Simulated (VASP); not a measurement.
Given:

```
CELL_PARAMETERS angstrom
      3.62224     0.00000     0.00000
      0.00000     3.62224     0.00000
      0.00000     0.00000     5.27563
ATOMIC_POSITIONS crystal
  Zr 0.00000 0.00000 0.00000
  Zr 0.50000 0.50000 0.50000
  O  0.00000 0.50000 0.19396
  O  0.00000 0.50000 0.69396
  O  0.50000 0.00000 0.30604
  O  0.50000 0.00000 0.80604
```

Method: HSE06 screened hybrid, VASP's PBE PAW potentials (set 64) (plane waves; VASP). Run with 500 eV cut-off, 4×4×4 Γ-centred mesh, Gaussian smearing of 0.050 eV, potentials Zr_sv O.

Which forces act on the atoms, in eV/Å?

| atom | Fx | Fy | Fz |
|---|---|---|---|
| Zr1 | 0.000 | 0.000 | 0.000 |
| Zr2 | 0.000 | 0.000 | 0.000 |
| O3 | 0.000 | 0.000 | -0.066 |
| O4 | 0.000 | 0.000 | -0.066 |
| O5 | 0.000 | 0.000 | 0.066 |
| O6 | 0.000 | 0.000 | 0.066 |

Give the stress tensor in GPa (positive for a compressed cell).

```
-6.29   0.00   0.00
 0.00  -6.29   0.00
 0.00   0.00  -5.96
```
The pressure is its mean diagonal, -6.18 GPa.

The structure was generated: ZrO2 was put into the tetragonal-ZrO2 type (P4_2/nmc), which need not be its known phase. It was relaxed first. The k-mesh is coarse (spacing up to 0.43 per Å, 2π included), so the numbers may not be converged in it. The cell's shape comes from a PBE relaxation.
